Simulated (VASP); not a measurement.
All values below come from LDA (Ceperley-Alder, Perdew-Zunger), VASP's LDA PAW potentials (set 64) (plane waves; VASP).

VASP input:

### POSCAR
```
GaAs
5.6056410
  0.0000000000   0.4999999945   0.4999999945
  0.4999999945   0.0000000000   0.4999999945
  0.4999999945   0.4999999945   0.0000000000
Ga As
1 1
Cartesian
  0.0000000000   0.0000000000   0.0000000000
  0.2499999973   0.2499999973   0.2499999973
```

### KPOINTS
```
Automatic mesh
0
Gamma
19 19 19
0 0 0
```

INCAR:
```
SYSTEM = GaAs
PREC = Accurate; ENCUT = 400; LREAL = .FALSE.
LASPH = .TRUE.; NBANDS = 39
EDIFF = 1E-7; NELM = 100; ALGO = Normal
LMAXMIX = 4
ISMEAR = 0; SIGMA = 0.01
LWAVE = .FALSE.; LCHARG = .FALSE.; NEDOS = 1001
LOPTICS = .TRUE.; CSHIFT = 0.1
```

POTCAR, in this order: Ga_d As (LDA.64 set). Program: vasp_std.

What VASP printed:

OUTCAR:
```
 ion  position               nearest neighbor table
   1  0.000  0.000  0.000-   2 2.43   2 2.43   2 2.43   2 2.43
   2  0.250  0.250  0.250-   1 2.43   1 2.43   1 2.43   1 2.43
  LATTYP: Found a face centered cubic cell.
 ALAT       =     5.6056409384
 Subroutine PRICEL returns:
 Original cell was already a primitive cell.
 Subroutine GETGRP returns: Found 24 space group operations
The static configuration has the point symmetry T_d .
The dynamic configuration has the point symmetry T_d .
 Subroutine INISYM returns: Found 24 space group operations
 Subroutine IBZKPT returns following result:
 Found    220 irreducible k-points:

 Following reciprocal coordinates:
            Coordinates               Weight
  0.000000  0.000000  0.000000      1.000000
  0.052632  0.000000  0.000000      8.000000
  0.105263  0.000000  0.000000      8.000000
  0.157895  0.000000  0.000000      8.000000
  0.210526  0.000000  0.000000      8.000000
  0.263158  0.000000  0.000000      8.000000
  0.315789  0.000000  0.000000      8.000000
  0.368421  0.000000  0.000000      8.000000
  0.421053  0.000000  0.000000      8.000000
  0.473684  0.000000  0.000000      8.000000
  0.052632  0.052632  0.000000      6.000000
  0.105263  0.052632  0.000000     24.000000
  0.157895  0.052632  0.000000     24.000000
  0.210526  0.052632  0.000000     24.000000
  0.263158  0.052632  0.000000     24.000000
  0.315789  0.052632  0.000000     24.000000
  0.368421  0.052632  0.000000     24.000000
  0.421053  0.052632  0.000000     24.000000
  0.473684  0.052632  0.000000     24.000000
 -0.473684  0.052632  0.000000     24.000000
 -0.421053  0.052632  0.000000     24.000000
 -0.368421  0.052632  0.000000     24.000000
 -0.315789  0.052632  0.000000     24.000000
 -0.263158  0.052632  0.000000     24.000000
...
```

### OSZICAR
```
       N       E                     dE             d eps       ncg     rms          rms(c)
DAV:   1     0.127909281190E+03    0.12791E+03   -0.54173E+03 22850   0.551E+02
DAV:   2     0.448853706317E+01   -0.12342E+03   -0.10790E+03 17980   0.227E+02
DAV:   3    -0.960659438308E+01   -0.14095E+02   -0.13897E+02 20941   0.436E+01
DAV:   4    -0.987437967814E+01   -0.26779E+00   -0.26765E+00 20354   0.624E+00
DAV:   5    -0.987563278253E+01   -0.12531E-02   -0.12531E-02 20106   0.426E-01    0.308E+00
DAV:   6    -0.968838260671E+01    0.18725E+00   -0.81989E-02 25002   0.340E+00    0.182E+00
DAV:   7    -0.964511001128E+01    0.43273E-01   -0.28484E-02 20908   0.722E-01    0.555E-01
DAV:   8    -0.964182411059E+01    0.32859E-02   -0.54379E-03 20272   0.377E-01    0.929E-02
DAV:   9    -0.964180069123E+01    0.23419E-04   -0.41042E-04 21777   0.119E-01    0.566E-02
DAV:  10    -0.964180203448E+01   -0.13433E-05   -0.12828E-05 20417   0.137E-02    0.290E-02
DAV:  11    -0.964180622764E+01   -0.41932E-05   -0.29207E-06 20086   0.125E-02    0.360E-03
DAV:  12    -0.964180622889E+01   -0.12510E-08   -0.97057E-08 20419   0.128E-03
   1 F= -.96418062E+01 E0= -.96418062E+01  d E =-.392128E-33
 imaginary and real dielectric function
```

**OUTCAR**
```
------------------------ aborting loop because EDIFF is reached ----------------------------------------
  FORCE on cell =-STRESS in cart. coord.  units (eV):
  Direction    XX          YY          ZZ          XY          YZ          ZX
  --------------------------------------------------------------------------------------
  Total        0.0062382      0.0062382      0.0062382      0.0000000      0.0000000     -0.0000000
  in kB        0.2269626      0.2269626      0.2269626      0.0000000      0.0000000     -0.0000000
  external PRESSURE =       0.2269626 kB  Pullay stress =       0.0000000 kB
  volume of cell :       44.04
      direct lattice vectors                 reciprocal lattice vectors
     0.000000000  2.802820469  2.802820469    -0.178391733  0.178391733  0.178391733
     2.802820469  0.000000000  2.802820469     0.178391733 -0.178391733  0.178391733
     2.802820469  2.802820469  0.000000000     0.178391733  0.178391733 -0.178391733
  FREE ENERGIE OF THE ION-ELECTRON SYSTEM (eV)
  ---------------------------------------------------
  free  energy   TOTEN  =        -9.6418062289 eV

  energy  without entropy=       -9.6418062289  energy(sigma->0) =       -9.64180623

 plasma frequency squared (from intraband transitions) (eV^2)
  --------------------------------------------------------------------------------------
       0.000       0.000      -0.000
      -0.000       0.000       0.000
       0.000      -0.000       0.000

 plasma frequency squared (from interband transitions, int dw w eps(2)(w)) (eV^2)
  --------------------------------------------------------------------------------------
     302.184       0.000       0.000       0.000      -0.000       0.000
       0.000      -0.000     302.184       0.000       0.000      -0.000
      -0.000      -0.000       0.000       0.000     302.184       0.000
```
(Selected blocks of OUTCAR.)

The dielectric response may not be converged in the k-mesh; for small gaps it tends to come out too large.

The compound is GaAs in the zinc blende structure. It was relaxed first.
